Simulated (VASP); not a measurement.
Consider the following.

```xyz
2
Lattice="3.1154 0.0000 0.0000 0.0000 3.1154 0.0000 0.0000 0.0000 3.1154" Properties=species:S:1:pos:R:3 pbc="T T T"
W      0.0000     0.0000     0.0000
Se     1.5577     1.5577     1.5577
```

The numbers are results of PBEsol GGA, VASP's PBE PAW potentials (set 64) (plane waves; VASP), not measurements. Run with 400 eV cut-off, 13×13×13 Γ-centred mesh, tetrahedra with Blöchl corrections, potentials W_sv Se.

Unless said otherwise, spin-orbit coupling is left out, though it shifts the bands of the heavy elements here.

What does the run give for the energy per atom (σ→0), band gap (on the k-mesh) with the smallest direct gap where there is one?

```json
{
  "band gap (on the k-mesh)": "none (metal, semimetal or under 0.01 eV)",
  "energy per atom (σ→0)": "-8.435 eV/atom"
}
```

The absolute energy has meaning only against runs of the same code, potentials and settings.

The structure was generated: WSe was put into the CsCl type type (Pm-3m), which need not be its known phase. It was relaxed first, which changed the volume by -39 %.
